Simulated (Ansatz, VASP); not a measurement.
## SiO2 in two plane-wave programs

One calculation is typed for both programs; each brings its own data sets. How far apart do they land? The cell is taken from a series of runs on this material, whose earlier steps may have relaxed, scaled, displaced or heated it; both programs get it as it stands.

Program: Ansatz 0.2.0. Level of theory: plane waves, with VASP 6.6.1 beside it; single point at HSE06. Results are calculated unless marked as measured.

## Step 1: Set-up

The structure is trigonal, space group P3_221 (No. 154). Conventional cell: a = 5.044 Å, b = 5.044 Å, c = 5.549 Å, α = 90.00°, β = 90.00°, γ = 120.00°. Nearest to Si lie 4 O at 1.62 Å. Nearest to O lie 2 Si at 1.62 Å. Farther neighbours and most contacts between anions are not listed.

## Step 2: VASP: single point, HSE06

A single point gives forces, pressure and levels at one fixed geometry, so differences don't come from the geometry; what else differs is listed under the comparison.

Lines of VASP's logs that name or quote its potential files are left out, and so is its time.

The run reads the wave functions of an earlier VASP run, which isn't shown here.

File INCAR:

```
SYSTEM = SiO2
PREC = Accurate
ENCUT = 520
EDIFF = 1E-06
NELM = 100
ISMEAR = 0
SIGMA = 0.01
LREAL = .FALSE.
ALGO = Normal
LHFCALC = .TRUE.
AEXX = 0.25
GGA = PE
HFSCREEN = 0.208
LASPH = .TRUE.
NBANDS = 33
PRECFOCK = Fast
LORBIT = 11
LWAVE = .FALSE.
LCHARG = .FALSE.
ISIF = 2
```

File POSCAR:

```
SiO2
1.0
    5.0441144071      0.0000000000      0.0000000000
   -2.5220572036      4.3683312161      0.0000000000
    0.0000000000      0.0000000000      5.5489403460
Si O
3 6
Direct
    0.4847656432      0.0000000000      0.6666666667
    0.0000000000      0.4847656432      0.3333333333
    0.5152343568      0.5152343568      0.0000000000
    0.4183128749      0.2406568309      0.8081068063
    0.7593431691      0.1776560440      0.4747734730
    0.8223439560      0.5816871251      0.1414401397
    0.2406568309      0.4183128749      0.1918931937
    0.1776560440      0.7593431691      0.5252265270
    0.5816871251      0.8223439560      0.8585598603
```

File KPOINTS:

```
Automatic mesh
0
Gamma
3 3 3
0 0 0
```

Potentials, in the order of the species: Si and O (PBE family, release 64).

Launch:

```bash
> export OMP_NUM_THREADS=3
> mpirun -np 1 vasp_std
```

Numbers of over 12 decimals in the logs are rounded to 6 here.

The program printed:

```text
[banner, memory and clock lines left out]
running    1 mpi-ranks, on    1 nodes
 distrk:  each k-point on    1 cores,    1 groups
 distr:  one band on    1 cores,    1 groups
 Offloading initialized ...    1 GPUs detected
 POSCAR found type information on POSCAR SiO
 POSCAR found :  2 types and       9 ions
 LDA part: xc-table for (Slater+PW92), standard interpolation
 found WAVECAR, reading the header
 POSCAR, INCAR and KPOINTS ok, starting setup
 FFT: planning ... GRIDC
 FFT: planning ... GRID_SOFT
 FFT: planning ... GRID
 reading WAVECAR
 the WAVECAR file was read successfully
 initial charge from wavefunction
 entering main loop
       N       E                     dE             d eps       ncg     rms          rms(c)
DAV:   1    -0.874537932715E+02   -0.87454E+02   -0.13308E+00   533   0.790E+00    0.565E+00
DAV:   2    -0.874633945908E+02   -0.96013E-02   -0.47252E-02   588   0.121E+00    0.403E+00
DAV:   3    -0.874587938955E+02    0.46007E-02   -0.44620E-03   588   0.352E-01    0.240E+00
DAV:   4    -0.874578002147E+02    0.99368E-03   -0.13570E-03   572   0.180E-01    0.137E+00
DAV:   5    -0.874574866894E+02    0.31353E-03   -0.17126E-04   579   0.868E-02    0.770E-01
DAV:   6    -0.874573826803E+02    0.10401E-03   -0.55652E-05   572   0.581E-02    0.437E-01
DAV:   7    -0.874573522878E+02    0.30392E-04   -0.15755E-05   571   0.321E-02    0.248E-01
DAV:   8    -0.874573433601E+02    0.89277E-05   -0.46803E-06   563   0.166E-02    0.140E-01
DAV:   9    -0.874573411438E+02    0.22163E-05   -0.15818E-06   396   0.945E-03    0.800E-02
DAV:  10    -0.874573407923E+02    0.35148E-06   -0.74593E-07   340   0.681E-03
   1 F= -.87457341E+02 E0= -.87457341E+02  d E =-.215879E-15
```

Parts of OUTCAR (step 2):

```text
ion  position               nearest neighbor table
   1  0.485  0.000  0.667-   4 1.62   8 1.62   9 1.62   5 1.62   3 3.13   3 3.13   2 3.13   2 3.13

  LATTYP: Found a hexagonal cell.
 ALAT       =     5.0441144071
 C/A-ratio  =     1.1000821746

 Subroutine GETGRP returns: Found  6 space group operations
 (whereof  2 operations were pure point group operations)

The static configuration has the point symmetry C_2 .
 The point group associated with its full space group is D_3 .

 Found      7 irreducible k-points:

   k-points           NKPTS =      7   k-points in BZ     NKDIM =     27   number of bands    NBANDS=     33

   dimension x,y,z NGX =    40 NGY =   40 NGZ =   42
   dimension x,y,z NGXF=    80 NGYF=   80 NGZF=   84

   ENCUT  =  520.0 eV  38.22 Ry    6.18 a.u.   9.38  9.38 10.32*2*pi/ulx,y,z

   NELECT =      48.0000    total number of electrons

 k-points in reciprocal lattice and weights: Automatic mesh
   0.00000000  0.00000000  0.00000000       0.037
   0.33333333  0.00000000  0.00000000       0.222
   0.33333333  0.33333333  0.00000000       0.074
   0.00000000  0.00000000  0.33333333       0.074
   0.33333333  0.00000000  0.33333333       0.222
   0.00000000  0.33333333  0.33333333       0.222
   0.33333333  0.33333333  0.33333333       0.148

  exchange ACFDT corr.  =         0.00000000  see jH, gK, PRB 81, 115126

 average (electrostatic) potential at core
       1 -83.5843       2 -83.5844       3 -83.5844       4 -66.8351       5 -66.8352
       6 -66.8351       7 -66.8351       8 -66.8352       9 -66.8351

 E-fermi :  -0.7646

 k-point     1 :       0.0000    0.0000    0.0000
  band No.  band energies     occupation
    ...
     20      -1.8053      2.00000
     21      -1.8052      2.00000
     22      -1.2027      2.00000
     23      -1.2027      2.00000
     24      -1.1313      2.00000
     25       6.7169      0.00000
     26      10.1829      0.00000
     27      10.1829      0.00000
     28      10.3719      0.00000
     29      10.3719      0.00000
    ...

 k-point     2 :       0.3333    0.0000    0.0000
  band No.  band energies     occupation
    ...
     20      -1.9892      2.00000
     21      -1.8602      2.00000
     22      -1.6714      2.00000
     23      -1.1015      2.00000
     24      -0.8747      2.00000
     25       8.0973      0.00000
     26      10.0442      0.00000
     27      10.4607      0.00000
     28      10.7883      0.00000
     29      11.0072      0.00000
    ...

 k-point     3 :       0.3333    0.3333    0.0000
  band No.  band energies     occupation
    ...
     20      -2.2206      2.00000
     21      -2.2206      2.00000
     22      -1.2891      2.00000
     23      -1.2890      2.00000
     24      -0.8244      2.00000
     25       9.6847      0.00000
     26       9.6847      0.00000
     27      10.2089      0.00000
     28      10.9631      0.00000
     29      11.4566      0.00000
    ...

  Total       -1.7439529     -1.7439529     -2.0318717      0.0000000      0.0000000     -0.0000000
  in kB      -22.8525567    -22.8525567    -26.6254107      0.0000000      0.0000000     -0.0000000
  external PRESSURE =     -24.1101747 kB  Pullay stress =       0.0000000 kB

  energy-cutoff  :      520.00
  volume of cell :      122.27
      direct lattice vectors                 reciprocal lattice vectors
     5.044114407  0.000000000  0.000000000     0.198250856  0.114460185 -0.000000000
    -2.522057204  4.368331216  0.000000000     0.000000000  0.228920370  0.000000000
     0.000000000  0.000000000  5.548940346     0.000000000 -0.000000000  0.180214588

 POSITION                                       TOTAL-FORCE (eV/Angst)
 -----------------------------------------------------------------------------------
      2.44521      0.00000      3.69929        -0.008980      0.000000      0.000000
     -1.22261      2.11762      1.84965         0.004490     -0.007777      0.000000
      1.29945      2.25071      0.00000         0.004490      0.007777      0.000000
      1.50307      1.05127      4.48414         0.069496      0.009261      0.029653
      3.38216      0.77606      2.63449        -0.042768      0.055554      0.029653
      2.68095      2.54100      0.78484        -0.026727     -0.064816      0.029653
      0.15889      1.82733      1.06480        -0.026727      0.064816     -0.029653
     -1.01899      3.31706      2.91445         0.069496     -0.009261     -0.029653
      0.86010      3.59227      4.76410        -0.042768     -0.055554     -0.029653
 -----------------------------------------------------------------------------------
    total drift:                                0.000017      0.000038     -0.000000

  FREE ENERGIE OF THE ION-ELECTRON SYSTEM (eV)
  ---------------------------------------------------
  free  energy   TOTEN  =       -87.4573407923 eV

  energy  without entropy=      -87.4573407923  energy(sigma->0) =      -87.45734079

 total charge
# of ion       s       p       d       tot
------------------------------------------
    1        0.645   1.000   0.000   1.645
    2        0.645   1.000   0.000   1.645
    3        0.645   1.000   0.000   1.645
    4        1.552   3.731   0.000   5.283
    5        1.552   3.731   0.000   5.283
    6        1.552   3.731   0.000   5.283
    7        1.552   3.731   0.000   5.283
    8        1.552   3.731   0.000   5.283
    9        1.552   3.731   0.000   5.283
--------------------------------------------------
tot         11.250  25.385   0.000  36.635

[... 3 further parts left out ...]
```

The run ends at a pressure of -2.41 GPa, with forces up to 0.076 eV/Å.

## Step 3: Ansatz: single point, HSE06

Ansatz runs on its default PAW (the set named soft_2) files.

The same cell, functional and mesh now go to Ansatz.

File input.yaml:

```yaml
crystal:
  lattice:
    - [5.0441144071, 0.0, 0.0]
    - [-2.5220572036, 4.3683312161, 0.0]
    - [0.0, 0.0, 5.548940346]
  atoms:
    - { symbol: Si, position: [0.4847656432, 0.0, 0.6666666667] }
    - { symbol: Si, position: [0.0, 0.4847656432, 0.3333333333] }
    - { symbol: Si, position: [0.5152343568, 0.5152343568, 0.0] }
    - { symbol: O, position: [0.4183128749, 0.2406568309, 0.8081068063] }
    - { symbol: O, position: [0.7593431691, 0.177656044, 0.474773473] }
    - { symbol: O, position: [0.822343956, 0.5816871251, 0.1414401397] }
    - { symbol: O, position: [0.2406568309, 0.4183128749, 0.1918931937] }
    - { symbol: O, position: [0.177656044, 0.7593431691, 0.525226527] }
    - { symbol: O, position: [0.5816871251, 0.822343956, 0.8585598603] }
kpoints:
  mp_grid: { grid: [3, 3, 3] }
hamiltonian:
  xc: hse06
scf:
  occupations: { method: fixed }
  n_extra_bands: 7
  lower_state_search: "off"
  convergence: { dr2_threshold: 1.0e-09 }
output:
  eigenvalues: true
basis:
  ecutwfc: 650
```

Launch:

```bash
> ansatz run input.yaml --threads 24 --pin off --max-ram 27648MiB --backend cpu --events-out ev --progress --plain --runs-dir out
```

The program printed:

```text
scf.n_extra_bands = 7 over 24 filled bands (N_el = 48.0): the run solves 31 bands
Engine: ansatz 0.2.0, aarch64-unknown-linux-gnu
Pseudopotentials: kind: paw
Pseudopotential: Si, paw, valence charge 4, recommended cutoff 420 eV (normal), Si.paw.azcp
Pseudopotential: O, paw, valence charge 6, recommended cutoff 420 eV (normal), O.paw.azcp
Functional definition: HSE06
  parameter a = 0.25
  parameter omega = 0.11/bohr
  exchange = pbe_x - a*pbe_x_sr(omega) + a*exact_x_sr(omega)
  correlation = pbe_c
davidson cushion auto → on  (no smearing: the cushion is to keep the highest requested band from converging to the state above it; pin scf.eigensolver.cushion to override)
Crystal: 9 atoms, lattice volume = 122.267 Å³
Basis set: ecut = 650 eV, 4619 PW (Γ)
Bands: 31, of which v1, the nominal top of the filled ones, is band 24 counted from 1 (23 counted from 0)
Symmetry: 6 space group operations
Space group: P3221 (ITA 154), of the structure as read, at distance tolerance 5.0e-5 Å
k-points: 7 of 27 (time reversal used)
Non-local potential: Si, projectors of the file, l = 0: 2, l = 1: 2, l = 2: 2
Non-local potential: O, projectors of the file, l = 0: 2, l = 1: 2, l = 2: 1
PAW form: soft (Blöchl's): semilocal exchange-correlation on the pseudo side does not see the compensation charge
PAW frozen core: Si, regenerated for the run's functional, and the local potential with it (the file was generated under x = pbe(κ = 0.804, μ = 0.219515), c = pbe(β = 0.066725))
PAW frozen core: O, regenerated for the run's functional, and the local potential with it (the file was generated under x = pbe(κ = 0.804, μ = 0.219515), c = pbe(β = 0.066725))
PAW one-centre angular grid: Si, 110 points (default); XC on 64 Gauss nodes
PAW one-centre angular grid: O, 110 points (default); XC on 96 Gauss nodes
Initial density: superposition of atomic densities (neutral atoms: chi_scale 0, normalization atom), corrected by the library's trained network
Initial wavefunctions: pseudopotential atomic-orbital guess
Functional: x = pbe(κ = 0.804, μ = 0.219515), c = pbe(β = 0.066725), warm-up for x = pbe(κ = 0.804, μ = 0.219515) + 0.25 (exact − pbe) at short range (hse, ω = 0.207870 Å⁻¹), c = pbe(β = 0.066725); HSE06 as pw.x's `hse` composes it (authors' and Libxc's form: `xc: wpbeh`)
SCF iter   1: F=—  HF=-5322.229950 eV  |F-HF|=—  |Δ(HF+E_count)|=         —  Δρ=1.51e-3  dr2=1.24e-3  ethr=1.77e-3  ⟨swp⟩=8.4  Hψ=1206  notcnv=0
preconditioner: auto → none  [insulator: Δε(μ)=5.720 eV  Ē_g=16.298 eV  n_scr=22 (ndim 8)  ℏωp=23.3 eV  f_vac=0.180]
SCF iter   2: F=—  HF=-5322.231743 eV  |F-HF|=—  |Δ(HF+E_count)|=   1.79e-3  Δρ=6.76e-4  dr2=1.41e-4  ethr=2.59e-6  ⟨swp⟩=5.4  Hψ=875  notcnv=0
SCF iter   3: F=-5322.232009 eV  HF=-5322.231994 eV  |F-HF|=1.44e-5  |Δ(HF+E_count)|=   2.51e-4  Δρ=2.54e-4  dr2=2.38e-5  ethr=2.93e-7  ⟨swp⟩=3.6  Hψ=650  notcnv=0
SCF 1 stopped early in 3 iterations: F = -5322.232009 eV  dr2 = 2.38e-5
  greatest PAW one-centre occupation: 0.861 electrons in one spin orbital (limit 2), on the O atom at site 8 (counted from 0), in its partial waves of l = 0
Initial density: handed on by an earlier stage of this run
Initial wavefunctions: those handed on with the density
Functional: x = pbe(κ = 0.804, μ = 0.219515) + 0.25 (exact − pbe) at short range (hse, ω = 0.207870 Å⁻¹), c = pbe(β = 0.066725); HSE06 as pw.x's `hse` composes it (authors' and Libxc's form: `xc: wpbeh`)
Exchange kernel: α = 0.2500, screened, ω = 0.2079 Å⁻¹, Wigner–Seitz truncation, v(0) = 1027.8017 eV·Å³, q-mesh 3×3×3, nearest image of the exchange supercell L = 15.13 Å, pair-density grid 30×30×36, without the augmentation charges, whose exchange is taken in its separable form by FFT convolution over the k-point mesh (sized by the pseudopotential files, 40×40×48 at the most), smooth part of the exact exchange by density-matrix convolution
Frozen-core exchange: fock
SCF iter   1: F=—  HF=-5323.283314 eV  |F-HF|=—  |Δ(HF+E_count)|=         —  Δρ=6.83e-3  dr2=4.19e-2  ethr=4.97e-7  ⟨swp⟩=8.6  Hψ=1347  notcnv=0
preconditioner: auto → none  [insulator: Δε(μ)=7.544 eV  Ē_g=18.778 eV  n_scr=22 (ndim 8)  ℏωp=23.3 eV  f_vac=0.177]
SCF iter   2: F=—  HF=-5323.269218 eV  |F-HF|=—  |Δ(HF+E_count)|=   1.41e-2  Δρ=3.75e-3  dr2=6.60e-3  ethr=4.97e-7  ⟨swp⟩=5.0  Hψ=952  notcnv=0
SCF iter   3: F=—  HF=-5323.282972 eV  |F-HF|=—  |Δ(HF+E_count)|=   1.38e-2  Δρ=1.51e-3  dr2=2.73e-3  ethr=4.97e-7  ⟨swp⟩=5.0  Hψ=886  notcnv=0
iter 4 solved again at ethr=1.70e-8 eV; its pass at ethr=4.97e-7 eV (dr2=8.18e-6 eV) is discarded
SCF iter   4: F=—  HF=-5323.282059 eV  |F-HF|=—  |Δ(HF+E_count)|=   9.14e-4  Δρ=1.20e-4  dr2=2.82e-5  ethr=1.70e-8  ⟨swp⟩=3.0  Hψ=1323  notcnv=0
SCF iter   5: F=—  HF=-5323.282250 eV  |F-HF|=—  |Δ(HF+E_count)|=   1.91e-4  Δρ=1.88e-4  dr2=3.67e-5  ethr=1.70e-8  ⟨swp⟩=5.0  Hψ=865  notcnv=0
SCF iter   6: F=-5323.282237 eV  HF=-5323.282238 eV  |F-HF|=1.80e-6  |Δ(HF+E_count)|=   1.11e-5  Δρ=4.38e-5  dr2=2.65e-6  ethr=1.70e-8  ⟨swp⟩=4.0  Hψ=856  notcnv=0
SCF 2 stopped early in 6 iterations: F = -5323.282237 eV  dr2 = 2.65e-6
  greatest PAW one-centre occupation: 0.864 electrons in one spin orbital (limit 2), on the O atom at site 7 (counted from 0), in its partial waves of l = 0
hybrid outer 1: dexx = +1.712e-2 eV, tail = 2.14e-5 eV
Exchange kernel: α = 0.2500, screened, ω = 0.2079 Å⁻¹, Wigner–Seitz truncation, v(0) = 1027.8017 eV·Å³, q-mesh 3×3×3, nearest image of the exchange supercell L = 15.13 Å, pair-density grid 30×30×36, without the augmentation charges, whose exchange is taken in its separable form by FFT convolution over the k-point mesh (sized by the pseudopotential files, 40×40×48 at the most), smooth part of the exact exchange by density-matrix convolution
Frozen-core exchange: fock
SCF iter   1: F=—  HF=-5323.282110 eV  |F-HF|=—  |Δ(HF+E_count)|=         —  Δρ=2.08e-5  dr2=1.27e-7  ethr=2.23e-7  ⟨swp⟩=4.0  Hψ=524  notcnv=0
preconditioner: auto → none  [insulator: Δε(μ)=7.536 eV  Ē_g=18.755 eV  n_scr=22 (ndim 8)  ℏωp=23.3 eV  f_vac=0.188]
SCF iter   2: F=—  HF=-5323.282110 eV  |F-HF|=—  |Δ(HF+E_count)|=   7.95e-7  Δρ=2.43e-5  dr2=3.81e-7  ethr=2.11e-10  ⟨swp⟩=7.9  Hψ=994  notcnv=0  defer=1
iter 3 solved again at ethr=1.46e-11 eV; its pass at ethr=2.11e-10 eV (dr2=7.00e-9 eV) is discarded
SCF iter   3: F=—  HF=-5323.282110 eV  |F-HF|=—  |Δ(HF+E_count)|=   9.94e-8  Δρ=5.49e-6  dr2=8.84e-9  ethr=1.46e-11  ⟨swp⟩=2.7  Hψ=1238  notcnv=0
SCF iter   4: F=—  HF=-5323.282110 eV  |F-HF|=—  |Δ(HF+E_count)|=   9.05e-9  Δρ=4.10e-7  dr2=2.63e-9  ethr=1.46e-11  ⟨swp⟩=3.0  Hψ=532  notcnv=0
SCF iter   5: F=—  HF=-5323.282110 eV  |F-HF|=—  |Δ(HF+E_count)|=   2.46e-8  Δρ=2.19e-6  dr2=3.38e-9  ethr=1.00e-12  ⟨swp⟩=9.3  Hψ=1056  notcnv=0
SCF iter   6: F=-5323.282110 eV  HF=-5323.282110 eV  |F-HF|=1.82e-12  |Δ(HF+E_count)|=   1.23e-9  Δρ=7.89e-8  dr2=1.69e-11  ethr=1.00e-12  ⟨swp⟩=4.0  Hψ=857  notcnv=0
SCF 3 converged in 6 iterations: F = -5323.282110 eV  dr2 = 1.69e-11
  greatest PAW one-centre occupation: 0.864 electrons in one spin orbital (limit 2), on the O atom at site 8 (counted from 0), in its partial waves of l = 0
hybrid outer 2: dexx = +3.464e-7 eV, tail = 2.85e-9 eV, Δε = 1.22e-3 eV (about 1.53e-5 eV left of the loop's levels)
hybrid SCF converged: 2 outer / 12 inner (+3 warm-up), last move |dexx| = 3.46e-7 eV, tail = 2.85e-9 eV
Stability not checked: this state was not tested for a lower state beside it, because the functional holds exact exchange (a hybrid, or Hartree-Fock), whose exchange loop this test does not read (fock_operator; see scf.lower_state_search)
Free energy (F): -5323.282110 eV
Frozen-core exchange: fock
Harris-Foulkes:  -5323.282110 eV  (|F-HF|=1.82e-12)
Internal energy: -5323.282110 eV  (E = F + TS)
E sigma→0 (E₀):  -5323.282110 eV
Fermi energy:    0.523398 eV
--- Per-component energies (eV) ---
  E_band       = -325.875306
  E_kinetic    = 1213.046939
  E_local      = -3139.810864  (includes V_loc(G=0)·N_el)
  E_nonlocal   = 351.751916
  E_hartree    = 1140.875116
  E_xc         = -492.412382
  E_vxc        = -567.102998  (∫ρ·V_xc dr)
  E_exx        = -138.169159  (= α·E_x^exact, valence–valence)
  E_paw        = -2477.257749  (= ΣΔE_a)
  E_vpaw       = -189.175143  (= ΣTr[D̂ρ^β])
  E_aug_tail   = 0.002896  (compensation charges beyond the density's cutoff)
  E_ewald      = -1780.971515
  E_core_change = -0.337308  (= ΣΔE_core)
  E_smearing   = -0.000000  (= −TS)
  E_closure    = -0.000000  (closes the sum)
  Σ components = -5323.282110   (vs F -5323.282110, Δ=0.00e0)
--- Band table (eV; the first three rows and the last of 7) ---
[... rows of the band table ...]
```

The column dr2 measures how far the density is from self-consistency, as an energy; F and HF (Harris–Foulkes) agree once it is small.

## Step 4: Differences

Known differences besides the potentials themselves: exact exchange at q = 0 is treated differently, which shows on coarse meshes; VASP keeps PBE cores, Ansatz makes them for the functional; fixed occupations in Ansatz, narrow Gaussian smearing in VASP; the cutoff is 650 eV in Ansatz and 520 eV in VASP; VASP takes a coarser grid for exact exchange (PRECFOCK = Fast). Total energies have different zeros and are not compared.

The two programs side by side:

| quantity | Ansatz | VASP | difference |
| --- | --- | --- | --- |
| gap on the k mesh (eV) | 7.536 | 7.535 | +0.001 |

A gap on the mesh is an upper bound, since the band edges may lie between its points.

## Step 5: Summary of results

| Quantity | Value |
| --- | --- |
| difference in gap on the k mesh (single point, HSE06) | 9.5e-4 eV |

The difference in gap on the k mesh is 9.5e-4 eV (single point, HSE06), within the 0.08 eV picked in this series as the mark of a large difference. Such differences can come from data sets, numerical settings and the points named under the comparisons, not from the functional's error against experiment.

[Lines on the potential files, build, host, timing and source positions are cut from VASP's logs without a mark.]

[Logs are printed without paths, hosts, clocks, repeated set-up lines and the standing remarks that a program may print on its own settings, such as how far it seeks lower states.]

[Hosts, paths, dates, database ids (printed as entryN), source tags and the programs' standing remarks are cut or masked in the printed files.]
